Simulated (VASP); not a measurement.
Output of a VASP run:

### OSZICAR
```
       N       E                     dE             d eps       ncg     rms          rms(c)
DAV:   1     0.790779168474E+02    0.79078E+02   -0.67521E+03   424   0.794E+02
DAV:   2    -0.312093923329E+01   -0.82199E+02   -0.78844E+02   511   0.237E+02
DAV:   3    -0.581652244174E+01   -0.26956E+01   -0.26912E+01   456   0.457E+01
DAV:   4    -0.582776221607E+01   -0.11240E-01   -0.11239E-01   491   0.282E+00
DAV:   5    -0.582783153147E+01   -0.69315E-04   -0.69315E-04   451   0.201E-01    0.681E+00
DAV:   6    -0.547332858113E+01    0.35450E+00   -0.63897E-01   504   0.102E+01    0.524E+00
DAV:   7    -0.544928145896E+01    0.24047E-01   -0.17780E-01   456   0.306E+00    0.216E+00
DAV:   8    -0.544954855390E+01   -0.26709E-03   -0.15770E-02   426   0.176E+00    0.250E-01
DAV:   9    -0.544964217707E+01   -0.93623E-04   -0.21149E-03   461   0.683E-01    0.509E-02
DAV:  10    -0.544970700199E+01   -0.64825E-04   -0.24615E-04   436   0.221E-01    0.452E-02
DAV:  11    -0.544974700002E+01   -0.39998E-04   -0.69919E-05   416   0.633E-02    0.109E-02
DAV:  12    -0.544974630005E+01    0.69997E-06   -0.80445E-06   501   0.396E-02
   1 F= -.54497463E+01 E0= -.54497463E+01  d E =-.737494E-38
```

OUTCAR:
```
------------------------ aborting loop because EDIFF is reached ----------------------------------------
  FORCE on cell =-STRESS in cart. coord.  units (eV):
  Direction    XX          YY          ZZ          XY          YZ          ZX
  --------------------------------------------------------------------------------------
  Total        1.2578395      1.2578395      1.2578395     -0.0000000     -0.0000000     -0.0000000
  in kB       36.0959049     36.0959049     36.0959049     -0.0000000     -0.0000000     -0.0000000
  external PRESSURE =      36.0959049 kB  Pullay stress =       0.0000000 kB
  volume of cell :       55.83
      direct lattice vectors                 reciprocal lattice vectors
     0.000000000  3.033537000  3.033537000    -0.164824098  0.164824098  0.164824098
     3.033537000  0.000000000  3.033537000     0.164824098 -0.164824098  0.164824098
     3.033537000  3.033537000  0.000000000     0.164824098  0.164824098 -0.164824098
  FREE ENERGIE OF THE ION-ELECTRON SYSTEM (eV)
  ---------------------------------------------------
  free  energy   TOTEN  =        -5.4497463000 eV

  energy  without entropy=       -5.4497463000  energy(sigma->0) =       -5.44974630
```
(Selected blocks of OUTCAR.)

### POSCAR
```
CdSe
1
    0.0000000000     3.0335370000     3.0335370000
    3.0335370000     0.0000000000     3.0335370000
    3.0335370000     3.0335370000     0.0000000000
Cd Se
1 1
Direct
  0.0000000000   0.0000000000   0.0000000000
  0.7500000000   0.7500000000   0.7500000000
```

Task: Write an INCAR and KPOINTS that could have produced this output.

Result: This is not unique; one that fits is the input of the run itself, PBE GGA, plane waves, VASP's PBE PAW potentials (set 64).

### KPOINTS
```
Automatic mesh
0
Gamma
  6 6 6
```

### INCAR
```
SYSTEM = CdSe
PREC = Accurate; ENCUT = 300; LREAL = .FALSE.
LASPH = .TRUE.
EDIFF = 1E-6; NELM = 100; ALGO = Normal
LMAXMIX = 4
ISMEAR = 0; SIGMA = 0.01
GGA = PE
ISIF = 2
LWAVE = .FALSE.; LCHARG = .FALSE.
```

POTCAR, in this order: Cd Se (PBE.64 set). Program: vasp_std.

At this cut-off the stress carries a Pulay error, which pulls relaxed volumes low.

The structure comes from a computed database's CdSe entry; how it stands against other phases isn't given here. The cell was not relaxed at this level, and its volume differs by -5.9 % from the start's.
